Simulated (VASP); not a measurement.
Take KTaO3 (cubic perovskite), without spin-orbit terms, in VASP with PAW potentials, and its band gap.

Q: One run gives 2.06 eV. Which level is it?
(A) r2SCAN (own cell)
(B) SCAN (own cell)
(C) LDA (own cell)

A: C, LDA (own cell).  The others give 2.55 (SCAN (own cell)), 2.58 (r2SCAN (own cell)).

Only levels that ran to the end are used. Left out are those held back, those with too coarse a band path, GW runs whose mesh misses a band edge, hybrids' fits of cells that aren't cubic and levels without matching references; a question may draw on a part of the rest.

The compound is KTaO3 in the cubic perovskite structure.
